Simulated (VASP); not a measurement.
Calculation: PBE GGA, VASP's PBE PAW potentials (set 64) (plane waves; VASP 6.6.1).

A VASP calculation is set up with these files.

### INCAR
```
SYSTEM = WSi
PREC = Accurate; ENCUT = 400; LREAL = F
LASPH = T; ICHARG = 11
EDIFF = 1E-7; NELM = 100; ALGO = Normal
LMAXMIX = 6
ISMEAR = 0; SIGMA = 0.05
GGA = PE
LWAVE = F; LCHARG = F; LORBIT = 11
```

File POSCAR:
```
WSi
1
    0.0000000000     2.7906649211     2.7906649211
    2.7906649211     0.0000000000     2.7906649211
    2.7906649211     2.7906649211     0.0000000000
W Si
1 1
Direct
  0.0000000000   0.0000000000   0.0000000000
  0.2500000000   0.2500000000   0.2500000000
```

File KPOINTS:
```
k-points along high-symmetry lines
15
Line-mode
Reciprocal
  0.000000   0.000000   0.000000 ! GAMMA
 -0.500000  -0.500000   0.000000 ! X

 -0.500000  -0.500000   0.000000 ! X
 -0.375000  -0.375000   0.250000 ! U

 -0.375000   0.000000   0.375000 ! K
  0.000000   0.000000   0.000000 ! GAMMA

  0.000000   0.000000   0.000000 ! GAMMA
  0.000000   0.000000   0.500000 ! L

  0.000000   0.000000   0.500000 ! L
 -0.500000  -0.250000   0.250000 ! W

 -0.500000  -0.250000   0.250000 ! W
 -0.500000  -0.500000   0.000000 ! X
```

POTCAR, in this order: W_sv Si (PBE.64 set). Program: vasp_std. Read from the step before: CHGCAR.

The resulting files:

**OSZICAR**
```
       N       E                     dE             d eps       ncg     rms          rms(c)
DAV:   1     0.938363441899E+02    0.93836E+02   -0.83560E+03  2372   0.115E+03
DAV:   2    -0.123956967834E+02   -0.10623E+03   -0.10319E+03  2855   0.300E+02
DAV:   3    -0.151253208461E+02   -0.27296E+01   -0.26482E+01  2710   0.465E+01
DAV:   4    -0.151613685882E+02   -0.36048E-01   -0.36025E-01  2535   0.589E+00
DAV:   5    -0.151620327466E+02   -0.66416E-03   -0.66408E-03  2755   0.835E-01
DAV:   6    -0.151620524482E+02   -0.19702E-04   -0.19702E-04  2570   0.148E-01
DAV:   7    -0.151620531954E+02   -0.74716E-06   -0.74676E-06  2780   0.279E-02
DAV:   8    -0.151620532272E+02   -0.31850E-07   -0.32133E-07  2331   0.570E-03
   1 F= -.15162053E+02 E0= -.15159009E+02  d E =-.608908E-02
```

**OUTCAR**
```
 val. band max:        5.5741720522   @ k =   0.0000   0.0000   0.2857

 cond. band min:       5.5889075347   @ k =  -0.0804   0.0000   0.0804



 k-point     1 :       0.0000    0.0000    0.0000
  band No.  band energies     occupation
      1     -68.2567      2.00000
      2     -32.4680      2.00000
      3     -32.4680      2.00000
      4     -32.4680      2.00000
      5      -3.8406      2.00000
      6       2.9559      2.00000
      7       2.9559      2.00000
      8       2.9559      2.00000
      9       5.5627      1.38609
     10       5.5627      1.38607
     11      11.0021      0.00000
     12      12.7522      0.00000
     13      12.7522      0.00000

 k-point     2 :      -0.0357   -0.0357    0.0000
  band No.  band energies     occupation
      1     -68.2567      2.00000
      2     -32.4685      2.00000
      3     -32.4682      2.00000
      4     -32.4682      2.00000
      5      -3.8168      2.00000
      6       2.9296      2.00000
      7       2.9686      2.00000
      8       2.9686      2.00000
      9       5.5359      1.79314
     10       5.5735      1.15666
     11      11.0504      0.00000
     12      12.6725      0.00000
     13      12.6805      0.00000

 k-point     3 :      -0.0714   -0.0714    0.0000
  band No.  band energies     occupation
      1     -68.2567      2.00000
      2     -32.4699      2.00000
      3     -32.4687      2.00000
      4     -32.4687      2.00000
      5      -3.7456      2.00000
      6       2.8536      2.00000
      7       3.0067      2.00000
      8       3.0067      2.00000
      9       5.4582      1.99946
     10       5.6058      0.47496
     11      11.1902      0.00000
     12      12.4439      0.00000
     13      12.4440      0.00000

 k-point     4 :      -0.1071   -0.1071    0.0000
  band No.  band energies     occupation
      1     -68.2566      2.00000
      2     -32.4721      2.00000
      3     -32.4696      2.00000
      4     -32.4696      2.00000
...
```

The density is held fixed in this step, so its total energy and stress have no physical meaning. Unless said otherwise, spin-orbit coupling is left out, though it shifts the bands of the heavy elements here.

The structure was generated: WSi was put into the zinc blende type (F-43m), which need not be its known phase. It was relaxed first, which changed the volume by -31 %.
